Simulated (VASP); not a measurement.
Input of a VASP 6.6.1 run:

The input POSCAR:

```
Sn3Pb5Se8                               
1.0
    0.0000000000      6.0480701554     -6.0480701554
   -6.0480701554     -0.0000000000     -6.0480701554
   -6.0486465227      6.0486465227      0.0005763673
  Sn              Pb              Se            
     3     5     8
Direct
     0.5000000000000000    0.5000000000000000    0.0000000000000000
     1.0000000000000000    0.5000000000000000    0.0000000000000000
     0.5000000000000000    1.0000000000000000    0.0000000000000000
     1.0000000000000000    1.0000000000000000    0.0000000000000000
     0.5000000000000000    0.5000000000000000    0.5000000000000000
     1.0000000000000000    0.5000000000000000    0.5000000000000000
     0.5000000000000000    1.0000000000000000    0.5000000000000000
     1.0000000000000000    1.0000000000000000    0.5000000000000000
     0.7499994581171673    0.7499994581171673    0.2444674358514445
     0.2555336479142208    0.7499994581171673    0.2444674358514445
     0.7499994581171673    0.2555336479142208    0.2444674358514445
     0.2527426972717519    0.2527426972717519    0.2417719081847443
     0.7472573027282481    0.7472573027282481    0.7582280918152556
     0.2500005418828327    0.7444663520857792    0.7555325641485554
     0.7444663520857792    0.2500005418828327    0.7555325641485554
     0.2500005418828327    0.2500005418828327    0.7555325641485554
```

Contents of INCAR.step1:

```
SYSTEM = Sn3Pb5Se8
PREC = Accurate
ENCUT = 520
EDIFF = 1E-5
ISMEAR = 0
SIGMA = 0.03
LREAL = .False.
LASPH = .True.
NELM = 80
ALGO = Normal
ISIF = 2
LWAVE = .True.
LCHARG = .False.
NBANDS = 94
GGA = PE
```

The input INCAR.step2:

```
SYSTEM = Sn3Pb5Se8
PREC = Accurate
ENCUT = 520
EDIFF = 1E-7
ISMEAR = 0
SIGMA = 0.03
LREAL = .False.
LASPH = .True.
NELM = 80
ALGO = Normal
ISIF = 2
LWAVE = .False.
LCHARG = .False.
GGA = PE
LHFCALC = .True.
HFSCREEN = 0.2
PRECFOCK = Fast
NBANDS = 94
ISTART = 1
```

The input KPOINTS:

```
Automatic mesh
0
Gamma
  2 2 2
  0 0 0
```

KPOINTS_OPT

```
explicit points
6
Reciprocal
 0.0000000000  0.0000000000  0.0000000000 1
 0.3750000000  0.3750000000  0.7500000000 1
 0.5000000000  0.5000000000  0.5000000000 1
 0.6250000000  0.2500000000  0.6250000000 1
 0.5000000000  0.2500000000  0.7500000000 1
 0.5000000000  0.0000000000  0.5000000000 1
```

Potentials or basis: VASP PAW PBE potentials, release 64 (Sn_d, Pb_d, Se).

Launch:

```console
$ cat potpaw_PBE.64/Sn_d/POTCAR potpaw_PBE.64/Pb_d/POTCAR potpaw_PBE.64/Se/POTCAR > POTCAR
$ cp INCAR.step1 INCAR
$ mpirun -np 4 vasp_std > vasp.out
$ cp INCAR.step2 INCAR
$ mpirun -np 4 vasp_std > vasp.out
```

Estimate the pressure.

1.8 GPa.

What does it give for the band gap along the path?

0.10 eV, direct.

What does it give for the band gap on the k mesh?

0.10 eV, direct.

Caveat: the k mesh is coarse (spacing up to 0.45 Å⁻¹), so the values aren't converged, least of all with exact exchange; the PAW data sets were made with another functional, which shifts forces and pressure a little; spin-orbit coupling is left out, which as a rule narrows the gap of such compounds by several tenths of an eV.
